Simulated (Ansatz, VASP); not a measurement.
**Ir (Ir(100) film of 5 layers): VASP beside Ansatz**

Aim: how closely do two programs agree when they are given the same cell, functional and k mesh? Of the first pair: The structure shown is the start of the Ansatz relaxation below; VASP solves that cell, so the two are compared at the walk's first step.

Program: Ansatz 0.2.0. Level of theory: plane waves, with VASP 6.6.1 beside it; single point at PBE. Results are calculated unless marked as measured.

### Step 1. The starting structure

The cell holds 5 atoms: 5 Ir. Its edges and angles: a = 2.715 Å, b = 2.715 Å, c = 39.160 Å, α = 90.0°, β = 90.0°, γ = 90.0°. It derives from Ir. Vacuum lies along c. The height across the vacuum is the one that the program set for its solve, not the one typed.

### Step 2. Ansatz: relaxation, PBE

Ansatz runs on its PAW soft_1 files.

The two programs are compared at the cell with which this relaxation starts, whose forces are those of its first step.

Input file input.yaml:

```yaml
crystal:
  lattice:
    - [2.71529, 0.0, 0.0]
    - [0.0, 2.71529, 0.0]
    - [0.0, 0.0, 18.68]
  atoms:
    - { symbol: Ir, position: [0.0, 0.0, 0.29443255] }
    - { symbol: Ir, position: [0.5, 0.5, 0.39721627] }
    - { symbol: Ir, position: [0.0, 0.0, 0.5] }
    - { symbol: Ir, position: [0.5, 0.5, 0.60278373] }
    - { symbol: Ir, position: [0.0, 0.0, 0.70556745] }
  periodic: [true, true, false]
kpoints:
  mp_grid: { grid: [8, 8, 1] }
hamiltonian:
  xc: pbe
  pseudopotentials: { kind: paw, azcp: { folder: soft_1 } }
scf:
  occupations: { method: gaussian, width: 0.1 }
output:
  forces: true
  stress: true
  eigenvalues: true
relax:
  adjacent_minimum: "off"
  f_tol: 0.05
  max_steps: 80
  cell: { stress_2d_tol: 0.02 }
```

Command:

```console
$ ansatz run input.yaml --threads 8 --pin off --max-ram 20480MiB --backend cpu --events-out ev --progress --plain --runs-dir out
```

Numbers of over 12 decimals in the logs are rounded to 6 here.

The program printed:

```text
Warning: crystal.periodic: the lattice vector that does not repeat stood 0.000° off the slab's normal, 18.680 Å along it as the deck builds it. The run solves the slab on a vector along the normal, 39.160 Å long, with every atom where it was (on the deck's vector they left 11.00 Å outside them, and the widest stretch free of ions among them is 1.92 Å). A fractional position that the run reports is one of the run's ce [...]
The last accepted step is kept in <dir> (removed where the run ends without a failure and the disk answers)
crystal.periodic: the lattice vector that does not repeat stood 0.000° off the slab's normal, 18.680 Å along it as the deck builds it. The run solves the slab on a vector along the normal, 39.160 Å long, with every atom where it was (on the deck's vector they left 11.00 Å outside them, and the widest stretch free of ions among them is 1.92 Å). A fractional position that the run reports is one of the run's cell, which [...]
Engine: ansatz 0.2.0, aarch64-unknown-linux-gnu
Pseudopotentials: kind: paw
Pseudopotential: Ir, paw, valence charge 17, recommended cutoff 420 eV (normal), soft_1/Ir.paw.azcp
Functional definition: PBE
  parameter kappa = 0.804
  parameter beta = 0.066725
  exchange = pbe_x(kappa = kappa, mu = beta*pi^2/3)
  correlation = pbe_c(beta = beta)
Crystal: 5 atoms, lattice volume = 288.719 Å³
Basis set: ecut = 420 eV, 5751 PW (Γ), exchange–correlation on 40×40×540 points (8 copies of the dense FFT grid, shifted against one another)
Bands: 51, of which v1, the nominal top of the filled ones, is band 43 counted from 1 (42 counted from 0)
Symmetry: 16 space group operations
Space group: P4/mmm (ITA 123), of the structure as read, at distance tolerance 6.6e-5 Å
k-points: 15 of 64
Non-local potential: Ir, projectors of the file, l = 0: 3, l = 1: 2, l = 2: 2, l = 3: 1
PAW form: soft (Blöchl's): semilocal exchange-correlation on the pseudo side does not see the compensation charge
PAW one-centre angular grid: Ir, 590 points (default); XC on 64 Gauss nodes
Initial density: superposition of atomic densities (neutral atoms: chi_scale 0, normalization atom)
Initial wavefunctions: pseudopotential atomic-orbital guess
Functional: x = pbe(κ = 0.804, μ = 0.219515), c = pbe(β = 0.066725)
iter 1 solved again at ethr=3.02e-3 eV; its pass at ethr=3.10e-3 eV (dr2=2.57e0 eV) is discarded
SCF iter   1: F=—  HF=-59681.955794 eV  |F-HF|=—  |Δ(HF+E_count)|=         —  Δρ=2.56e-2  dr2=2.57e0  ethr=3.02e-3  ⟨swp⟩=1.3  Hψ=6781  notcnv=0
preconditioner: auto → LDOS  [metal: Δε(μ)=0.017 eV  Ē_g=6.248 eV  σ=0.100 eV  W_gap=0.10  n_scr=26 (ndim 8)  ℏωp=14.7 eV  f_vac=0.703  D(μ)=4.82/eV (n_scr^D=20)  β→1.0]
SCF iter   2: F=—  HF=-59681.974468 eV  |F-HF|=—  |Δ(HF+E_count)|=   1.87e-2  Δρ=2.21e-2  dr2=2.78e0  ethr=3.02e-3  ⟨swp⟩=4.9  Hψ=2046  notcnv=0
[...]
SCF iter   2: F=—  HF=-59681.463580 eV  |F-HF|=—  |Δ(HF+E_count)|=   4.46e-5  Δρ=3.98e-4  dr2=1.23e-3  ethr=6.65e-6  ⟨swp⟩=2.7  Hψ=1080  notcnv=0
SCF iter   3: F=—  HF=-59681.463462 eV  |F-HF|=—  |Δ(HF+E_count)|=   1.18e-4  Δρ=1.23e-4  dr2=1.00e-4  ethr=1.45e-6  ⟨swp⟩=3.7  Hψ=1546  notcnv=0
SCF iter   4: F=—  HF=-59681.463222 eV  |F-HF|=—  |Δ(HF+E_count)|=   2.40e-4  Δρ=3.36e-5  dr2=3.29e-6  ethr=1.18e-7  ⟨swp⟩=3.5  Hψ=1595  notcnv=0
SCF iter   5: F=-59681.463225 eV  HF=-59681.463225 eV  |F-HF|=5.76e-7  |Δ(HF+E_count)|=   2.49e-6  Δρ=9.92e-6  dr2=1.92e-7  ethr=5.88e-10  ⟨swp⟩=15.9  Hψ=5412  notcnv=0
SCF 4 converged in 5 iterations: F = -59681.463225 eV  dr2 = 1.92e-7
relax step   4: F+E_penalty+E_count = -59681.46322539 eV  Δ(F+E_penalty+E_count) = -1.096e-3 eV  max|allowed force component| = 3.246e-2 eV/Å  Δτ_max = 0.0139 Å  P = +0.698 N/m  Ω = 286.307 Å³  energy of the carried Pulay correction = +3.162e-4 eV  fix = [c, alpha, beta]  reactions: c +0.000 N/m  (5 SCF iters, dr2 threshold 5.00e-7 eV, accepted)
[...]
relax step   5: F+E_penalty+E_count = -59681.46351567 eV  Δ(F+E_penalty+E_count) = -2.903e-4 eV  max|allowed force component| = 3.225e-3 eV/Å  Δτ_max = 0.0023 Å  P = +0.003 N/m  Ω = 286.827 Å³  energy of the carried Pulay correction = +2.476e-4 eV  fix = [c, alpha, beta]  reactions: c +0.000 N/m  (4 SCF iters, dr2 threshold 3.90e-7 eV, accepted)
[...]
relax step   6: F+E_penalty+E_count = -59681.46325221 eV  Δ(F+E_penalty+E_count) = +2.635e-4 eV  max|allowed force component| = 3.155e-3 eV/Å  Δτ_max = 0.0000 Å  P = +0.008 N/m  Ω = 286.827 Å³  fix = [c, alpha, beta]  reactions: c +0.000 N/m  stress off target by 7.80e-3 N/m on what of the cell is left free  SCF on the basis re-selected at this cell (its energy is not comparable with the rows above)  (7 SCF iters)
basis re-selected at this cell: Δ(F+E_penalty+E_count) = +2.635e-4 eV, ΔP = +0.004 N/m vs the last step (what re-selecting the basis moved, of the pressure what is left beyond the Pulay correction that the steps carried, after the strain that the cell walked since its last selection, with what the two solves' SCF thresholds leave and, on support functions, any second-order correction that the steps lacked; it is no m [...]
SCF converged after 7 iterations
Free energy (F): -59681.463252 eV
Harris-Foulkes:  -59681.463252 eV  (|F-HF|=3.49e-10)
Internal energy: -59681.442554 eV  (E = F + TS)
E sigma→0 (E₀):  -59681.452903 eV
Entropy (-TS):   -0.020698 eV (-4.140 meV/atom)
Fermi energy:    -5.504299 eV
--- Per-component energies (eV) ---
  E_band       = -3050.668174
  E_kinetic    = 2697.063150
  E_local      = -596291.353491  (includes V_loc(G=0)·N_el)
  E_nonlocal   = 950.745341
  E_hartree    = 296137.716192
  E_xc         = -1148.171178
  E_vxc        = -1279.202923  (∫ρ·V_xc dr)
  E_paw        = -46326.201965  (= ΣΔE_a)
  E_vpaw       = -1403.354513  (= ΣTr[D̂ρ^β])
  E_aug_tail   = 0.001761  (compensation charges beyond the density's cutoff)
  E_ewald      = 284298.757636
  E_smearing   = -0.020698  (= −TS)
  E_closure    = 0.000000  (closes the sum)
  Σ components = -59681.463252   (vs F -59681.463252, Δ=0.00e0)
--- Forces (eV/Å), atoms counted from 1 ---
  atom   1  Ir     0.00000000     0.00000000    -0.00109126
  atom   2  Ir     0.00000000     0.00000000     0.00315524
  atom   3  Ir    -0.00000000    -0.00000000     0.00000000
  atom   4  Ir     0.00000000     0.00000000    -0.00315524
  atom   5  Ir     0.00000000     0.00000000     0.00109126
  max |Σ_I F_I| component: 2.17e-19 eV/Å
--- 2D stress c σ (N/m, compression-positive) ---
        0.007803       0.000000       0.000000
        0.000000       0.007803       0.000000
        0.000000       0.000000       0.000000
  P = ½ c Tr σ = 0.0078 N/m
--- Band table (eV; the first three rows and the last of 15) ---
  k-point 0: bands = [... 39 lower, -6.7971, -6.4811, -6.1625, -5.3561, -5.2303, -5.2303, -5.0258, -4.6631, ... 4 higher]
  k-point 1: bands = [... 39 lower, -6.7913, -6.4544, -6.3977, -6.0640, -5.9976, -5.3976, -5.0187, -4.9839, ... 4 higher]
  k-point 2: bands = [... 39 lower, -6.6331, -6.4958, -6.3927, -6.3812, -6.0710, -5.5290, -4.9898, -4.5316, ... 4 higher]
  k-point 14: bands = [... 39 lower, -4.8802, -4.1052, -4.1032, -3.8894, -3.3269, -3.3268, -2.3911, -2.3911, ... 4 higher]
--- Relaxed structure (5 steps of the walk, 4 accepted, 1 SCFs on fresh bases) ---
  F+E_penalty+E_count = -59681.46325221 eV   max|allowed force component| = 3.155e-3 eV/Å   (the final SCF, on the basis selected at the relaxed cell)
  cell:  # Å, volume = 286.8273 Å³
    - [2.706381, 0, 0.0]
    - [0, 2.706381, 0.0]
    - [0.0, 0.0, 39.159999864]
  atoms:
    - { symbol: Ir, position: [0, 0, 0.140891] }
    - { symbol: Ir, position: [0.5, 0.5, 0.188185] }
    - { symbol: Ir, position: [0, 0, 0.238509] }
    - { symbol: Ir, position: [0.5, 0.5, 0.288832] }
    - { symbol: Ir, position: [0, 0, 0.336127] }
```

### Step 3. VASP: single point, PBE, start cell, pair 1

The same cell, functional, mesh and smearing now go to VASP, with its own data sets.

Lines of VASP's logs that name or quote its potential files are left out, and so is its time.

Input file INCAR:

```
SYSTEM = Ir
PREC = Accurate
ENCUT = 400
EDIFF = 1E-06
NELM = 120
ISMEAR = 0
SIGMA = 0.1
LREAL = .FALSE.
ALGO = Normal
GGA = PE
NBANDS = 28
LASPH = .TRUE.
LORBIT = 11
LWAVE = .FALSE.
LCHARG = .FALSE.
ISIF = 2
LDIPOL = .TRUE.
IDIPOL = 3
DIPOL = 0.5 0.5 0.239
LVHAR = .TRUE.
GGA_COMPAT = .FALSE.
NELMDL = -8
KPAR = 2
```

Input file POSCAR:

```
Ir
1.0
    2.7152900000      0.0000000000      0.0000000000
    0.0000000000      2.7152900000      0.0000000000
    0.0000000000      0.0000000000     39.1600000000
Ir
5
Direct
    0.0000000000      0.0000000000      0.1404494382
    0.5000000000      0.5000000000      0.1894790603
    0.0000000000      0.0000000000      0.2385086824
    0.5000000000      0.5000000000      0.2875383044
    0.0000000000      0.0000000000      0.3365679265
```

Input file KPOINTS:

```
Automatic mesh
0
Gamma
8 8 1
0 0 0
```

PAW data sets: Ir (PBE family, release 64).

Command:

```console
$ mpirun -np 2 vasp_std
```

The program printed:

```text
[banner, memory and clock lines left out]
running    2 mpi-ranks, on    1 nodes
 distrk:  each k-point on    1 cores,    2 groups
 distr:  one band on    1 cores,    1 groups

 POSCAR found type information on POSCAR Ir
 POSCAR found :  1 types and       5 ions
 LDA part: xc-table for (Slater+PW92), standard interpolation
 POSCAR, INCAR and KPOINTS ok, starting setup
 FFT: planning ... GRIDC
 FFT: planning ... GRID_SOFT
 FFT: planning ... GRID
 WAVECAR not read
 entering main loop
       N       E                     dE             d eps       ncg     rms          rms(c)
DAV:   1     0.367913236195E+03    0.36791E+03   -0.14752E+04   840   0.104E+03
DAV:   2    -0.653488502339E+01   -0.37445E+03   -0.35104E+03   992   0.357E+02
DAV:   3    -0.413680577680E+02   -0.34833E+02   -0.31640E+02  1052   0.987E+01
DAV:   4    -0.441081000930E+02   -0.27400E+01   -0.22947E+01  1200   0.263E+01
DAV:   5    -0.442747361285E+02   -0.16664E+00   -0.15376E+00  1196   0.444E+00
DAV:   6    -0.442833613401E+02   -0.86252E-02   -0.82599E-02  1200   0.630E-01
DAV:   7    -0.442837759792E+02   -0.41464E-03   -0.41297E-03  1252   0.107E-01
DAV:   8    -0.442837918404E+02   -0.15861E-04   -0.15857E-04  1008   0.192E-02    0.296E+01
DAV:   9    -0.433660534147E+02    0.91774E+00   -0.12554E+01  1208   0.312E+01    0.211E+01
DAV:  10    -0.675880718373E+02   -0.24222E+02   -0.13209E+02  1488   0.113E+02    0.388E+01
DAV:  11    -0.507539094221E+02    0.16834E+02   -0.20152E+01  1284   0.374E+01    0.225E+01
DAV:  12    -0.439428853981E+02    0.68110E+01   -0.25728E+01  1312   0.508E+01    0.121E+01
DAV:  13    -0.414119142286E+02    0.25310E+01   -0.10428E+01  1340   0.262E+01    0.284E+00
DAV:  14    -0.415345638658E+02   -0.12265E+00   -0.96825E-01  1112   0.800E+00    0.218E+00
[...]
DAV:  25    -0.414879422194E+02   -0.36955E-05   -0.74905E-07   524   0.516E-03    0.189E-03
DAV:  26    -0.414879525760E+02   -0.10357E-04   -0.95009E-07   560   0.454E-03    0.135E-03
DAV:  27    -0.414879602422E+02   -0.76662E-05   -0.97581E-07   564   0.742E-03    0.515E-03
DAV:  28    -0.414879635301E+02   -0.32879E-05   -0.42667E-07   484   0.808E-03    0.113E-03
DAV:  29    -0.414879649512E+02   -0.14211E-05   -0.85225E-08   436   0.146E-03    0.682E-04
DAV:  30    -0.414879665838E+02   -0.16326E-05   -0.80239E-08   452   0.223E-03    0.118E-03
DAV:  31    -0.414879681610E+02   -0.15773E-05   -0.97246E-08   440   0.138E-03    0.816E-04
DAV:  32    -0.414879687387E+02   -0.57762E-06   -0.28453E-08   444   0.132E-03
   1 F= -.41487969E+02 E0= -.41476310E+02  d E =-.233184E-01
```

OUTCAR, selected parts (step 3):

```text
ion  position               nearest neighbor table
   1  0.000  0.000  0.140-   2 2.72   2 2.72   2 2.72   2 2.72
   2  0.500  0.500  0.189-   1 2.72   3 2.72   1 2.72   3 2.72   1 2.72   3 2.72   1 2.72   3 2.72

  LATTYP: Found a simple tetragonal cell.
 ALAT       =     2.7152900000
 C/A-ratio  =    14.4220322691

 Subroutine GETGRP returns: Found 16 space group operations
 (whereof  8 operations were pure point group operations)

The static configuration has the point symmetry C_4v.
 The point group associated with its full space group is D_4h.

 Found     15 irreducible k-points:

   k-points           NKPTS =     15   k-points in BZ     NKDIM =     15   number of bands    NBANDS=     28

   dimension x,y,z NGX =    18 NGY =   18 NGZ =  256
   dimension x,y,z NGXF=    36 NGYF=   36 NGZF=  512

   ENCUT  =  400.0 eV  29.40 Ry    5.42 a.u.   4.43  4.43 63.86*2*pi/ulx,y,z

   NELECT =      45.0000    total number of electrons

 k-points in reciprocal lattice and weights: Automatic mesh
   0.00000000  0.00000000  0.00000000       0.016
   0.12500000  0.00000000  0.00000000       0.062
   0.25000000  0.00000000  0.00000000       0.062
   0.37500000  0.00000000  0.00000000       0.062
   0.50000000  0.00000000  0.00000000       0.031
   0.12500000  0.12500000  0.00000000       0.062
   0.25000000  0.12500000  0.00000000       0.125
   0.37500000  0.12500000  0.00000000       0.125
   0.50000000  0.12500000  0.00000000       0.062
[...]
0.50000000  0.37500000  0.00000000       0.062
   0.50000000  0.50000000  0.00000000       0.016

 dipolmoment           0.000000      0.000000      0.000002 electrons x Angstroem

 average (electrostatic) potential at core
       1 -59.9750       2 -60.8036       3 -60.8093       4 -60.8035       5 -59.9750

 E-fermi :  -1.6201

 k-point     1 :       0.0000    0.0000    0.0000
  band No.  band energies     occupation
    ...
     18      -3.0137      2.00000
     19      -2.8105      2.00000
     20      -2.8105      2.00000
     21      -2.6614      2.00000
     22      -2.1197      2.00000
     23      -1.4300      0.00717
     24      -1.3706      0.00042
     25      -1.3706      0.00042
     26      -1.1890      0.00000
     27      -0.7836      0.00000
    ...

 k-point     2 :       0.1250    0.0000    0.0000
  band No.  band energies     occupation
    ...
     20      -2.8233      2.00000
     21      -2.5446      2.00000
     22      -2.4138      2.00000
     23      -2.2216      2.00000
     24      -1.9441      2.00000
     25      -1.4659      0.02914
     26      -1.1611      0.00000
     27      -1.1001      0.00000
     28      -0.7683      0.00000

 k-point     3 :       0.2500    0.0000    0.0000
  band No.  band energies     occupation
    ...
     21      -2.6108      2.00000
     22      -2.4379      2.00000
     23      -2.3607      2.00000
     24      -2.1323      2.00000
     25      -1.6665      1.48781
     26      -1.1387      0.00000
     27      -0.6572      0.00000
     28      -0.6033      0.00000

  Total       -1.5651295     -1.5651295     -0.4345979      0.0000000      0.0000000     -0.0000000
  in kB       -8.6853182     -8.6853182     -2.4116990      0.0000000      0.0000000     -0.0000000
  external PRESSURE =      -6.5941118 kB  Pullay stress =       0.0000000 kB

  energy-cutoff  :      400.00
  volume of cell :      288.72
      direct lattice vectors                 reciprocal lattice vectors
     2.715290000  0.000000000  0.000000000     0.368284787  0.000000000  0.000000000
     0.000000000  2.715290000  0.000000000     0.000000000  0.368284787  0.000000000
     0.000000000  0.000000000 39.160000000     0.000000000  0.000000000  0.025536261

 POSITION                                       TOTAL-FORCE (eV/Angst)
 -----------------------------------------------------------------------------------
      0.00000      0.00000      5.50000        -0.000000      0.000000      0.613718
      1.35764      1.35764      7.42000         0.000000     -0.000000     -1.116735
      0.00000      0.00000      9.34000         0.000000      0.000000     -0.000000
      1.35764      1.35764     11.26000        -0.000000     -0.000000      1.116735
      0.00000      0.00000     13.18000         0.000000      0.000000     -0.613718
 -----------------------------------------------------------------------------------
    total drift:                                0.000000      0.000000      0.000171

  FREE ENERGIE OF THE ION-ELECTRON SYSTEM (eV)
  ---------------------------------------------------
  free  energy   TOTEN  =       -41.4879687387 eV

  energy  without entropy=      -41.4646503287  energy(sigma->0) =      -41.47630953

 vacuum level on the upper side and lower side of the slab         3.878         3.878

 total charge
# of ion       s       p       d       tot
------------------------------------------
    1        0.649   0.493   6.934   8.076
    2        0.668   0.727   6.956   8.351
    3        0.675   0.740   6.979   8.394
    4        0.668   0.727   6.956   8.351
    5        0.649   0.493   6.934   8.076
--------------------------------------------------
tot          3.308   3.181  34.758  41.247

[... 3 further parts left out ...]
```

This run has no spin polarisation. Its electron count is odd, so without a moment it is a metal by construction.

### Step 4. Differences

Known differences besides the potentials themselves: Ansatz cuts the interaction across the vacuum, VASP repeats the sheet with a dipole correction; the data sets hold 85 valence electrons in Ansatz (on its PAW soft_1 files) and 45 in VASP; the cutoff is 420 eV in Ansatz and 400 eV in VASP. Total energies have different zeros and are not compared.

Forces (eV/Å; atoms numbered as in POSCAR):

```csv
atom,"Ansatz x, y, z","VASP x, y, z"
Ir1,"0.000, 0.000, 0.658","0.000, 0.000, 0.614"
Ir2,"0.000, 0.000, -1.121","0.000, 0.000, -1.117"
Ir3,"0.000, 0.000, 0.000","0.000, 0.000, 0.000"
Ir4,"0.000, 0.000, 1.121","0.000, 0.000, 1.117"
Ir5,"0.000, 0.000, -0.658","0.000, 0.000, -0.614"
```

The forces differ by 16 meV/Å r.m.s., which is 3.5 % of the r.m.s. force of 0.465 eV/Å (both taken over all components). With vacuum in the cell, a pressure given here is an average over mostly empty space and none of the material.

### Step 5. Further runs

Further runs change the set-up of one program: Ansatz's method, potentials or start, or VASP's data sets, cutoff or form of LDA. The table gives that difference for each run.

```csv
run,r.m.s. force difference (meV/Å)
as above,16
VASP with the data sets Ir_sv_GW and a cutoff of 420 eV,7
```

### Step 6. Ansatz: relaxation, PBE

This run makes the geometry at which the two programs are then compared.

The structure compared here is the end of the Ansatz relaxation.

input.yaml is that of step 2.

Command:

```console
$ ansatz run input.yaml --threads 8 --pin off --max-ram 20480MiB --backend cpu --events-out ev --progress --plain --runs-dir out
```

The program printed:

```text
[...]
Crystal: 5 atoms, lattice volume = 288.719 Å³
Basis set: ecut = 420 eV, 5751 PW (Γ), exchange–correlation on 40×40×540 points (8 copies of the dense FFT grid, shifted against one another)
Bands: 51, of which v1, the nominal top of the filled ones, is band 43 counted from 1 (42 counted from 0)
Symmetry: 16 space group operations
[...]
--- Relaxed structure (5 steps of the walk, 4 accepted, 1 SCFs on fresh bases) ---
[...]
cell:  # Å, volume = 286.8273 Å³
    - [2.706381, 0, 0.0]
    - [0, 2.706381, 0.0]
    - [0.0, 0.0, 39.159999864]
  atoms:
    - { symbol: Ir, position: [0, 0, 0.140891] }
    - { symbol: Ir, position: [0.5, 0.5, 0.188185] }
    - { symbol: Ir, position: [0, 0, 0.238509] }
    - { symbol: Ir, position: [0.5, 0.5, 0.288832] }
    - { symbol: Ir, position: [0, 0, 0.336127] }
[key lines of the parts left out:]
SCF converged after 7 iterations
Free energy (F): -59681.463252 eV
Fermi energy:    -5.504299 eV
P = ½ c Tr σ = 0.0078 N/m
```

(Continued in part 2 of 2.)

[Lines on the potential files, build, host, timing and source positions are cut from VASP's logs without a mark.]

[Logs are printed without paths, hosts, clocks, repeated set-up lines and the standing remarks that a program may print on its own settings, such as how far it seeks lower states.]

[Hosts, paths, dates, database ids (printed as entryN), source tags and the programs' standing remarks are cut or masked in the printed files.]
